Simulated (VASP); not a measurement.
Input for VASP

### INCAR
```
# general
SYSTEM  = HfN
PREC    = Accurate
ENCUT   = 520
LREAL   = .FALSE.
LASPH   = .TRUE.

# electronic loop
EDIFF   = 1E-7
NELM    = 100
ALGO    = Normal
LMAXMIX = 6

# smearing
ISMEAR  = 1
SIGMA   = 0.1

# functional
GGA     = PS

# ions
ISIF    = 2

# output
LWAVE   = .FALSE.
LCHARG  = .FALSE.
```

POSCAR:
```
HfN
1
    0.0000000000     2.2452352555     2.2452352555
    2.2452352555     0.0000000000     2.2452352555
    2.2452352555     2.2452352555     0.0000000000
Hf N
1 1
Direct
  0.0000000000   0.0000000000   0.0000000000
  0.5000000000   0.5000000000   0.5000000000
```

File KPOINTS:
```
K-points
0
G
  14 14 14
```

POTCAR, in this order: Hf_pv N (PBE.64 set). Program: vasp_std.

Write an equivalent input for Quantum ESPRESSO's pw.x.

One equivalent input (not run):
```
&CONTROL
  calculation = 'scf'
  pseudo_dir = './pseudo'
  outdir = './out'
  tprnfor = .true.
  tstress = .true.
/
&SYSTEM
  ibrav = 0
  nat = 2
  ntyp = 2
  ecutwfc = 84
  occupations = 'smearing'
  smearing = 'methfessel-paxton'
  degauss = 0.00735
  input_dft = 'pbesol'
/
&ELECTRONS
  conv_thr = 7.3e-09
  electron_maxstep = 100
/
ATOMIC_SPECIES
  Hf 178.490 Hf.upf
  N 14.007 N.upf
CELL_PARAMETERS angstrom
     0.0000000    2.2452353    2.2452353
     2.2452353    0.0000000    2.2452353
     2.2452353    2.2452353    0.0000000
ATOMIC_POSITIONS crystal
  Hf   0.0000000  0.0000000  0.0000000
  N    0.5000000  0.5000000  0.5000000
K_POINTS automatic
  14 14 14 0 0 0
```
What does not carry over: the potentials are each code's own (VASP's PAW set, PseudoDojo norm-conserving files in pw.x), so ENCUT and ecutwfc are chosen apart and not converted; conv_thr bounds pw.x's estimated SCF error, while EDIFF bounds the energy change between steps.

The compound is HfN in the rock salt structure. It was relaxed first.
